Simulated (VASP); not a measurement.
```xyz
2
Lattice="4.5700 0.0000 0.0000 0.0000 4.5700 0.0000 0.0000 0.0000 4.5700" Properties=species:S:1:pos:R:3 pbc="T T T"
Cs     0.0000     0.0000     0.0000
I      2.2850     2.2850     2.2850
```

Method: TPSS meta-GGA, VASP's PBE PAW potentials (set 64) (plane waves; VASP 6.6.1). Run with 520 eV cut-off, 5×5×5 Γ-centred mesh, Gaussian smearing of 0.050 eV, potentials Cs_sv I.

Energy and stress use the plane-wave basis of the starting cell.

Q: The ions, cell shape and volume are relaxed. Give the cell that the relaxation ends in.

A: 
```xyz
2
Lattice="4.6604 0.0000 0.0000 0.0000 4.6604 0.0000 0.0000 0.0000 4.6604" Properties=species:S:1:pos:R:3 pbc="T T T"
Cs     0.0000     0.0000     0.0000
I      2.3302     2.3302     2.3302
```
Space group Pm-3m (221), at a tolerance of 0.03 Å.

Q: How do energy and volume change from the first to the last step?

A: The energy (σ→0) changes by -5.4 meV/atom and the volume by +6.1 %, in 3 ionic steps.

```tsv
step	E(σ→0) (eV)	max force (eV/Å)	pressure (GPa)	volume (Å³)
1	-21.3035	0.000	0.62	95.44
2	-21.3110	0.000	0.33	98.03
3	-21.3143	0.000	0.02	101.22
```

The compound is CsI in the CsCl type structure. This run relaxes it. Symmetry was kept, so distortions that lower it aren't found.
